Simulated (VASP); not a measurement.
All values below come from PBE GGA with D3 dispersion (zero damping), VASP's PBE PAW potentials (set 64) (plane waves; VASP).

Input for VASP

**POSCAR**
```
CoSi2
1
    0.0000000000     2.6586066172     2.6586066172
    2.6586066172     0.0000000000     2.6586066172
    2.6586066172     2.6586066172     0.0000000000
Co Si
1 2
Direct
  0.0000000000   0.0000000000   0.0000000000
  0.2500000000   0.2500000000   0.2500000000
  0.7500000000   0.7500000000   0.7500000000
```

**INCAR**
```
ALGO = Normal
EDIFF = 1E-7
ENCUT = 520
GGA = PE
ISIF = 2
ISMEAR = -5
IVDW = 11
LASPH = .TRUE.
LCHARG = .TRUE.
LEFG = .TRUE.
LMAXMIX = 4
LORBIT = 11
LREAL = .FALSE.
LWAVE = .FALSE.
NEDOS = 601
NELM = 100
PREC = Accurate
SYSTEM = CoSi2
```

### KPOINTS
```
kpoints
0
G
 11 11 11
```

POTCAR, in this order: Co Si (PBE.64 set). Program: vasp_std.

Q: Estimate the energy per atom (σ→0), dispersion energy, band gap (on the k-mesh).

A: 
The energy per atom (σ→0) is -6721 meV/atom and the dispersion energy is -85.0 kJ/mol. The band gap (on the k-mesh) is none (metal, semimetal or under 0.01 eV).

File OSZICAR:
```
...
DAV:  11    -0.192830648353E+02    0.22812E-05   -0.34051E-04  2008   0.333E-01    0.386E-02
DAV:  12    -0.192830829134E+02   -0.18078E-04   -0.47713E-05  1452   0.678E-02    0.237E-02
DAV:  13    -0.192830814205E+02    0.14929E-05   -0.26358E-06  1888   0.144E-02    0.394E-03
DAV:  14    -0.192830806572E+02    0.76329E-06   -0.39779E-07  1488   0.783E-03    0.284E-03
DAV:  15    -0.192830814831E+02   -0.82585E-06   -0.82352E-08   916   0.585E-03    0.910E-04
DAV:  16    -0.192830817947E+02   -0.31161E-06   -0.60909E-08   792   0.196E-03    0.230E-04
DAV:  17    -0.192830817757E+02    0.18963E-07   -0.74329E-09   764   0.141E-03
   1 F= -.20163752E+02 E0= -.20163752E+02  d E =0.000000E+00
```

The compound is CoSi2 in the fluorite structure. It was relaxed first. The run is not spin-polarised, so no magnetic state was tried. The electron count is odd and the run is not spin-polarised, which forces a metal.
